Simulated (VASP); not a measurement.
```xyz
2
Lattice="1.8039 -3.1245 0.0000 1.8039 3.1245 0.0000 0.0000 0.0000 5.5563" Properties=species:S:1:pos:R:3 pbc="T T T"
Ho     1.8039     1.0415     1.3891
Ho     1.8039    -1.0415     4.1672
```

Calculation: PBE GGA, VASP's PBE PAW potentials (set 64) (plane waves; VASP). Settings: 480 eV cut-off, 12×12×6 Γ-centred mesh, first-order Methfessel-Paxton smearing of 0.10 eV, potentials Ho_3.

The 4f electrons are frozen in the core of the lanthanide potential, so 4f levels, which can set the real gap, and their magnetism are missing.

### Question
What does the run give for the energy per atom (σ→0), band gap (on the k-mesh) with the smallest direct gap where there is one?

### Answer

- band gap (on the k-mesh) = none (metal, semimetal or under 0.01 eV)
- energy per atom (σ→0) = -4.515 eV/atom

The absolute energy has meaning only against runs of the same code, potentials and settings.

The compound is Ho in the hcp structure. It was relaxed first.
